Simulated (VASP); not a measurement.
Here is the system:

```xyz
3
Lattice="4.0085 0.0000 0.0000 -2.0043 3.4715 0.0000 0.0000 0.0000 4.8166" Properties=species:S:1:pos:R:3 pbc="T T T"
Ca     4.0085     0.0000     4.8166
Ge     2.0043     1.1572     2.9188
Ge     0.0000     2.3143     1.8977
```

Calculation: PBEsol GGA, VASP's PBE PAW potentials (set 64) (plane waves; VASP). Run with 400 eV cut-off, 10×10×7 Γ-centred mesh, tetrahedra with Blöchl corrections, potentials Ca_sv Ge_d.

**Question.** Estimate the energy per atom (σ→0), band gap (on the k-mesh) with the smallest direct gap where there is one.

**Answer.** 
```yaml
band gap (on the k-mesh): none (metal, semimetal or under 0.01 eV)
energy per atom (σ→0): -434.9 kJ/mol of atoms
```

Total energies compare only between runs with the same potentials, cut-off and functional.

The structure comes from a computed database's CaGe2 entry (P-3m1); how it stands against other phases isn't given here. It was relaxed first.
